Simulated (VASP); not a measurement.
Level of theory: PW91 GGA, VASP's PBE PAW potentials (set 64) (plane waves; VASP 6.6.1).

A VASP calculation is set up with these files.

### INCAR
```
SYSTEM = HgTe
PREC = Accurate
ENCUT = 520
EDIFF = 1E-7
NELM = 100
ALGO = Normal
LREAL = .FALSE.
LASPH = .TRUE.
ISMEAR = -5
GGA = 91
LMAXMIX = 6
LWAVE = .FALSE.
LCHARG = .TRUE.
LORBIT = 11
NEDOS = 601
ISIF = 2
```

**KPOINTS**
```
Automatic
0
Gamma
11 11 11
0 0 0
```

**POSCAR**
```
HgTe
4.7070230
  0.0000000000   0.7071068254   0.7071068254
  0.7071068254   0.0000000000   0.7071068254
  0.7071068254   0.7071068254   0.0000000000
Hg Te
1 1
Cart
  0.0000000000   0.0000000000   0.0000000000
  0.3535534127   0.3535534127   0.3535534127
```

POTCAR, in this order: Hg Te (PBE.64 set). Program: vasp_std.

Unless said otherwise, spin-orbit coupling is left out, though it shifts the bands of the heavy elements here.

Task: Predict the energy per atom (σ→0), band gap (on the k-mesh).

Result: 
```yaml
energy per atom (σ→0): -1.857 eV/atom
band gap (on the k-mesh): none (metal, semimetal or under 0.01 eV)
```

OSZICAR:
```
...
DAV:   7    -0.371475748563E+01    0.46063E-02   -0.11117E-01  1586   0.257E+00    0.220E+00
DAV:   8    -0.371380376648E+01    0.95372E-03   -0.91253E-03  1561   0.126E+00    0.615E-01
DAV:   9    -0.371373755995E+01    0.66207E-04   -0.94413E-04  1751   0.365E-01    0.101E-01
DAV:  10    -0.371377101851E+01   -0.33459E-04   -0.10254E-04  1675   0.102E-01    0.618E-02
DAV:  11    -0.371378600971E+01   -0.14991E-04   -0.30559E-05  1546   0.444E-02    0.198E-02
DAV:  12    -0.371378559065E+01    0.41906E-06   -0.39733E-06  1726   0.158E-02    0.876E-03
DAV:  13    -0.371378560711E+01   -0.16460E-07   -0.33563E-07  1556   0.516E-03
   1 F= -.37137856E+01 E0= -.37137856E+01  d E =0.000000E+00
```

The compound is HgTe in the zinc blende structure. It was relaxed first, which changed the volume by +9 %.
